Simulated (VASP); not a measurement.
Here is the system:

```
CELL_PARAMETERS angstrom
      2.45804     0.00000     0.00000
     -1.22902     2.12873     0.00000
      0.00000     0.00000    16.07765
ATOMIC_POSITIONS crystal
  C  0.00000 0.00000 0.50000
  C  0.66667 0.33333 0.50000
```

Calculation: r2SCAN meta-GGA, VASP's PBE PAW potentials (set 64) (plane waves; VASP). Settings: 520 eV cut-off, 14×14×1 Γ-centred mesh, tetrahedra with Blöchl corrections, potentials C.

The cell holds a wide vacuum, so values per volume refer to the whole cell.

Problem. Give the energies of bands 2 to 7 at the high-symmetry points, in eV from the Fermi level.

Solution. 
```
band      Γ       M       K
----  -----  ------  ------
2     -8.13  -14.09  -13.52
3     -3.24   -6.84  -11.17
4     -3.24   -2.54    0.00
5      3.63    1.81    0.00
6      4.47    7.73   11.14
7      4.73   11.70   13.58
```

It has no gap at this level: it comes out as a metal or semimetal.

The cell is a sheet with vacuum, built from a generated structure.
